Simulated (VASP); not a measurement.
# CaEuSi4 (space group I-4m2): computed properties

Level of theory: PBEsol GGA, VASP's PBE PAW potentials (set 64) (plane waves; VASP).

For CaEuSi4, the space group is I-4m2 (119) and the cell is a = b = 4.2240 Å, c = 13.5390 Å, α = β = γ = 90.00°. The volume per atom is 20.13 Å^3/atom. The band gap (over mesh and band path) comes out as none (metal, semimetal or under 0.01 eV), the cell moment is 0.00 μB and the band gap with spin-orbit coupling is none (metallic). The density is 4.18 g/cm³.

```
CELL_PARAMETERS angstrom
     -2.11200     2.11200     6.76950
      2.11200    -2.11200     6.76950
      2.11200     2.11200    -6.76950
ATOMIC_POSITIONS crystal
  Ca 0.25000 0.75000 0.50000
  Eu 0.00000 0.00000 0.00000
  Si 0.66566 0.16566 0.50000
  Si 0.83434 0.33434 0.50000
  Si 0.58467 0.58467 0.00000
  Si 0.41533 0.41533 0.00000
```

The 4f electrons are frozen in the core of the lanthanide potential, so 4f levels, which can set the real gap, and their magnetism are missing.

The structure comes from a computed database's CaEuSi4 entry (I-4m2); how it stands against other phases isn't given here. It was relaxed first. Symmetry was kept, so distortions that lower it aren't found.
